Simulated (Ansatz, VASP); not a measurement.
# Ca2Ir: VASP beside Ansatz, part 2 of 2

One calculation is typed for both programs; each brings its own data sets. How far apart do they land? The cell is generated by rule, not measured, and may not be a known phase. The cell is taken from a series of runs on this material, whose earlier steps may have relaxed, scaled, displaced or heated it; both programs get it as it stands.

VASP 6.6.1 and Ansatz 0.2.0.

So far: Starting point; VASP: relaxation of cell and atoms, PBE.

The structure was built from a prototype and need not be the compound's stable phase.

## 3. Ansatz: relaxation of cell and atoms, PBE

Level of this step: Ansatz beside VASP: Kohn-Sham DFT, plane waves, PBE (Ansatz).

Ansatz runs on its default PAW (the set named soft_2) files.

The same cell, functional, mesh and smearing now go to Ansatz, which takes its cutoff from its data sets.

The input, input.yaml:

```yaml
crystal:
  lattice:
    - [0.0, 3.4411621586, 3.4411621586]
    - [3.4411621586, 0.0, 3.4411621586]
    - [3.4411621586, 3.4411621586, 0.0]
  atoms:
    - { symbol: Ca, position: [0.75, 0.75, 0.75] }
    - { symbol: Ca, position: [0.25, 0.25, 0.25] }
    - { symbol: Ir, position: [0.0, 0.0, 0.0] }
kpoints:
  mp_grid: { grid: [12, 12, 12] }
hamiltonian:
  xc: pbe
scf:
  occupations: { method: methfessel_paxton, width: 0.15 }
output:
  forces: true
  stress: true
  eigenvalues: true
relax:
  adjacent_minimum: "off"
  f_tol: 0.001
  max_steps: 60
  cell: { stress_tol: 0.01 }
```

Started as:

```bash
$ ansatz run input.yaml --threads 4 --pin off --max-ram 8192MiB --backend cpu --events-out ev --progress --plain --runs-dir out
```

Numbers of over 12 decimals in the logs are rounded to 6 here.

What it wrote:

```text
Engine: ansatz 0.2.0, aarch64-unknown-linux-gnu
Pseudopotentials: kind: paw
Pseudopotential: Ca, paw, valence charge 10, recommended cutoff 420 eV (normal), Ca.paw.azcp
Pseudopotential: Ir, paw, valence charge 17, recommended cutoff 420 eV (normal), Ir.paw.azcp
Functional definition: PBE
  parameter kappa = 0.804
  parameter beta = 0.066725
  exchange = pbe_x(kappa = kappa, mu = beta*pi^2/3)
  correlation = pbe_c(beta = beta)
Crystal: 3 atoms, lattice volume = 81.498 Å³
Basis set: ecut = 420 eV, 1639 PW (Γ), exchange–correlation on 72×72×72 points (8 copies of the dense FFT grid, shifted against one another)
Bands: 23, of which v1, the nominal top of the filled ones, is band 19 counted from 1 (18 counted from 0)
Symmetry: 48 space group operations
Space group: Fm-3m (ITA 225), of the structure as read, at distance tolerance 4.3e-5 Å
k-points: 72 of 1728
Non-local potential: Ca, projectors of the file, l = 0: 3, l = 1: 2, l = 2: 2
Non-local potential: Ir, projectors of the file, l = 0: 3, l = 1: 2, l = 2: 2, l = 3: 1
PAW form: soft (Blöchl's): semilocal exchange-correlation on the pseudo side does not see the compensation charge
PAW one-centre angular grid: Ca, 110 points (default); XC on 64 Gauss nodes
PAW one-centre angular grid: Ir, 590 points (default); XC on 64 Gauss nodes
Initial density: superposition of atomic densities (neutral atoms: chi_scale 0, normalization atom), corrected by the library's trained network
Initial wavefunctions: pseudopotential atomic-orbital guess
Functional: x = pbe(κ = 0.804, μ = 0.219515), c = pbe(β = 0.066725)
SCF iter   1: F=—  HF=-15569.628557 eV  |F-HF|=—  |Δ(HF+E_count)|=         —  Δρ=4.99e-3  dr2=9.86e-3  ethr=1.77e-3  ⟨swp⟩=6.5  Hψ=7689  notcnv=0
preconditioner: auto → LDOS  [metal: Δε(μ)=0.016 eV  Ē_g=3.736 eV  σ=0.150 eV  W_gap=0.09  n_scr=14 (ndim 8)  ℏωp=14.8 eV  f_vac=0.011  D(μ)=2.97/eV (n_scr^D=14)  β→1.0]
SCF iter   2: F=—  HF=-15569.628650 eV  |F-HF|=—  |Δ(HF+E_count)|=   9.27e-5  S|Δr|=    0.00e0  Δρ=6.85e-4  dr2=7.47e-4  ethr=2.66e-5  ⟨swp⟩=2.1  Hψ=2640  notcnv=0
preconditioner: auto → Kerker (q_TF=auto, 2.392 Å⁻¹)  [metal: Δε(μ)=0.015 eV  Ē_g=3.761 eV  σ=0.150 eV  W_gap=0.09  n_scr=14 (ndim 8)  ℏωp=14.8 eV  f_vac=0.004  D(μ)=2.96/eV (n_scr^D=14)  β→0.5]
SCF iter   3: F=—  HF=-15569.628676 eV  |F-HF|=—  |Δ(HF+E_count)|=   2.63e-5  S|Δr|=    0.00e0  Δρ=4.19e-4  dr2=1.76e-4  ethr=2.02e-6  ⟨swp⟩=2.0  Hψ=1874  notcnv=0
SCF iter   4: F=—  HF=-15569.628716 eV  |F-HF|=—  |Δ(HF+E_count)|=   4.00e-5  S|Δr|=    0.00e0  Δρ=3.53e-4  dr2=2.42e-4  ethr=4.76e-7  ⟨swp⟩=2.0  Hψ=2913  notcnv=0
SCF iter   5: F=—  HF=-15569.628688 eV  |F-HF|=—  |Δ(HF+E_count)|=   2.77e-5  S|Δr|=    0.00e0  Δρ=7.65e-5  dr2=8.43e-6  ethr=4.76e-7  ⟨swp⟩=2.0  Hψ=2121  notcnv=0
SCF iter   6: F=—  HF=-15569.628686 eV  |F-HF|=—  |Δ(HF+E_count)|=   2.13e-6  S|Δr|=    0.00e0  Δρ=2.25e-5  dr2=8.48e-7  ethr=2.28e-8  ⟨swp⟩=2.0  Hψ=2006  notcnv=0
SCF iter   7: F=-15569.628686 eV  HF=-15569.628686 eV  |F-HF|=4.85e-9  |Δ(HF+E_count)|=   3.60e-8  S|Δr|=    0.00e0  Δρ=5.81e-6  dr2=2.99e-8  ethr=2.70e-10  ⟨swp⟩=2.7  Hψ=5678  notcnv=0
SCF 1 converged in 7 iterations: F = -15569.628686 eV  dr2 = 2.99e-8
  greatest PAW one-centre occupation: 1.000 electrons in one spin orbital (limit 2), on the Ir atom at site 2 (counted from 0), in its partial waves of l = 0
relax step   1: F+E_penalty+E_count = -15569.62868601 eV  Δ(F+E_penalty+E_count) = +0.000e0 eV  max|allowed force component| = 3.084e-18 eV/Å  Δτ_max = 0.0000 Å  P = -0.003 GPa  Ω = 81.498 Å³  (7 SCF iters, dr2 threshold 1.00e-7 eV, accepted)
Initial density: handed on by an earlier stage of this run
Initial wavefunctions: pseudopotential atomic-orbital guess (no wavefunctions were taken with the density)
iter 1 solved again at ethr=5.35e-6 eV; its pass at ethr=3.10e-3 eV (dr2=1.98e-3 eV) is discarded
SCF iter   1: F=—  HF=-15569.628687 eV  |F-HF|=—  |Δ(HF+E_count)|=         —  Δρ=6.01e-6  dr2=3.22e-8  ethr=5.35e-6  ⟨swp⟩=2.9  Hψ=11513  notcnv=0
eigensolver tolerance schedule: the retry pair's looser diagonalisation over-reported the residual by 61465.29 of it (diagonalisation noise at an unbounded share of the residual, at the tolerance the schedule requests for it); recorded, not acted on — ethr = c·dr2/N_el stays at c = 1.0e-1
preconditioner: auto → Kerker (q_TF=auto, 2.392 Å⁻¹)  [metal: Δε(μ)=0.015 eV  Ē_g=3.767 eV  σ=0.150 eV  W_gap=0.09  n_scr=14 (ndim 8)  ℏωp=14.8 eV  f_vac=0.000  D(μ)=2.96/eV (n_scr^D=14)]
SCF iter   2: F=—  HF=-15569.628686 eV  |F-HF|=—  |Δ(HF+E_count)|=   6.60e-7  S|Δr|=    0.00e0  Δρ=3.72e-6  dr2=1.35e-8  ethr=8.70e-11  ⟨swp⟩=2.9  Hψ=3484  notcnv=0
SCF iter   3: F=—  HF=-15569.628686 eV  |F-HF|=—  |Δ(HF+E_count)|=   3.78e-9  S|Δr|=    0.00e0  Δρ=2.30e-6  dr2=5.45e-9  ethr=3.65e-11  ⟨swp⟩=1.6  Hψ=1793  notcnv=0
SCF iter   4: F=—  HF=-15569.628686 eV  |F-HF|=—  |Δ(HF+E_count)|=   1.79e-9  S|Δr|=    0.00e0  Δρ=5.01e-7  dr2=2.15e-10  ethr=1.47e-11  ⟨swp⟩=2.1  Hψ=2171  notcnv=0
SCF iter   5: F=—  HF=-15569.628686 eV  |F-HF|=—  |Δ(HF+E_count)|=  1.09e-11  S|Δr|=    0.00e0  Δρ=1.97e-7  dr2=7.61e-11  ethr=1.00e-12  ⟨swp⟩=1.0  Hψ=1656  notcnv=0
SCF iter   6: F=—  HF=-15569.628686 eV  |F-HF|=—  |Δ(HF+E_count)|=  3.64e-12  S|Δr|=    0.00e0  Δρ=8.65e-8  dr2=6.56e-12  ethr=1.00e-12  ⟨swp⟩=1.0  Hψ=1656  notcnv=0
SCF iter   7: F=-15569.628686 eV  HF=-15569.628686 eV  |F-HF|=1.09e-11  |Δ(HF+E_count)|=  3.64e-12  S|Δr|=    0.00e0  Δρ=1.05e-8  dr2=1.01e-13  ethr=1.00e-12  ⟨swp⟩=5.0  Hψ=6413  notcnv=0
SCF 2 converged in 7 iterations: F = -15569.628686 eV  dr2 = 1.01e-13
relax step   2: F+E_penalty+E_count = -15569.62868602 eV  Δ(F+E_penalty+E_count) = -7.260e-9 eV  max|allowed force component| = 4.048e-18 eV/Å  Δτ_max = 0.0000 Å  P = -0.003 GPa  Ω = 81.498 Å³  stress off target by 3.40e-3 GPa  SCF on the basis re-selected at this cell (its energy is not comparable with the rows above)  (7 SCF iters)
basis re-selected at this cell: Δ(F+E_penalty+E_count) = -7.260e-9 eV, ΔP = -0.000 GPa vs the last step (what re-selecting the basis moved, of the pressure what is left beyond the Pulay correction that the steps carried, after the strain that the cell walked since its last selection, with what the two solves' SCF thresholds leave and, on support functions, any second-order correction that the steps lacked; it is no m [...]
SCF converged after 7 iterations
Stability not checked: this state was not tested for a lower state beside it, because cold or Methfessel-Paxton smearing, or corrected tetrahedra, fill the levels in a way that the test cannot read (fill_not_monotonic; see scf.lower_state_search)
Free energy (F): -15569.628686 eV
Harris-Foulkes:  -15569.628686 eV  (|F-HF|=1.09e-11)
Internal energy: -15569.625371 eV  (E = F + TS)
E sigma→0 (E₀):  -15569.627857 eV
Entropy (-TS):   -0.003315 eV (-1.105 meV/atom)
Fermi energy:    8.875410 eV
--- Per-component energies (eV) ---
  E_band       = -574.718738
  E_kinetic    = 1182.918253
  E_local      = -3702.016680  (includes V_loc(G=0)·N_el)
  E_nonlocal   = 204.206267
  E_hartree    = 1372.490386
  E_xc         = -542.071202
  E_vxc        = -641.824460  (∫ρ·V_xc dr)
  E_paw        = -10941.251848  (= ΣΔE_a)
  E_vpaw       = -362.982950  (= ΣTr[D̂ρ^β])
  E_aug_tail   = 0.000051  (compensation charges beyond the density's cutoff)
  E_ewald      = -3143.900598
  E_smearing   = -0.003315  (= −TS)
  E_closure    = -0.000000  (closes the sum)
  Σ components = -15569.628686   (vs F -15569.628686, Δ=0.00e0)
--- Forces (eV/Å), atoms counted from 1 ---
  atom   1  Ca    -0.00000000     0.00000000     0.00000000
  atom   2  Ca    -0.00000000    -0.00000000    -0.00000000
  atom   3  Ir    -0.00000000    -0.00000000    -0.00000000
  max |Σ_I F_I| component: 5.78e-18 eV/Å
--- Stress (GPa, compression-positive) ---
       -0.003400      -0.000000      -0.000000
       -0.000000      -0.003400       0.000000
       -0.000000      -0.000000      -0.003400
  P = ⅓ Tr σ = -0.0034 GPa (-0.034 kbar)
--- Band table (eV; the first three rows and the last of 72) ---
  k-point 0: bands = [... 15 lower, 7.6577, 7.6577, 7.6577, 10.0165, 10.0165, 10.0165, 12.3519, 12.3519]
  k-point 1: bands = [... 15 lower, 7.6392, 7.6551, 7.6551, 9.8809, 10.0654, 10.0654, 12.3495, 12.3495]
  k-point 2: bands = [... 15 lower, 7.5923, 7.6493, 7.6493, 9.5331, 10.2034, 10.2034, 12.3505, 12.3505]
  k-point 71: bands = [... 15 lower, 7.1866, 7.7153, 7.8195, 9.5336, 9.5336, 10.6673, 11.9256, 12.0607]
--- Relaxed structure (1 steps of the walk, 1 accepted, 1 SCFs on fresh bases) ---
  F+E_penalty+E_count = -15569.62868602 eV   max|allowed force component| = 4.048e-18 eV/Å   (the final SCF, on the basis selected at the relaxed cell)
  cell:  # Å, volume = 81.4977 Å³
    - [0.0, 3.4411621586, 3.4411621586]
    - [3.4411621586, 0.0, 3.4411621586]
    - [3.4411621586, 3.4411621586, 0.0]
  atoms:
    - { symbol: Ca, position: [0.75, 0.75, 0.75] }
    - { symbol: Ca, position: [0.25, 0.25, 0.25] }
    - { symbol: Ir, position: [0.0, 0.0, 0.0] }
```

The column dr2 measures how far the density is from self-consistency, as an energy; F and HF (Harris–Foulkes) agree once it is small.

## 4. Comparison

Known differences besides the potentials themselves: the data sets hold 37 valence electrons in Ansatz (on its default PAW (the set named soft_2) files) and 29 in VASP; the cutoff is 420 eV in Ansatz and 500 eV in VASP; Ansatz adds a Pulay correction to the stress that steers its cell, VASP none. Total energies have different zeros and are not compared.

Both answers:

```csv
quantity,Ansatz,VASP,difference
volume (Å³),81.50,81.68,-0.23 %
"edge a after relaxation, in the typed setting (Å)",4.867,4.870,-0.08 %
```

## 5. What came out

```json
{
  "difference in volume (relaxation of cell and atoms, PBE)": "-0.23 %"
}
```

The difference in volume is -0.23 % (relaxation of cell and atoms, PBE), within the 1.2 % picked in this series as the mark of a large difference, as far as the stopping tolerances let one tell. The data sets hold unlike numbers of valence electrons (37 in Ansatz and 29 in VASP), so part of the differences comes from the potentials. 1 further run of this series is not shown here. Such differences can come from data sets, numerical settings and the points named under the comparisons, not from the functional's error against experiment.

[Lines on the potential files, build, host, timing and source positions are cut from VASP's logs without a mark.]

[Logs are printed without paths, hosts, clocks, repeated set-up lines and the standing remarks that a program may print on its own settings, such as how far it seeks lower states.]

[Hosts, paths, dates, database ids (printed as entryN), source tags and the programs' standing remarks are cut or masked in the printed files.]
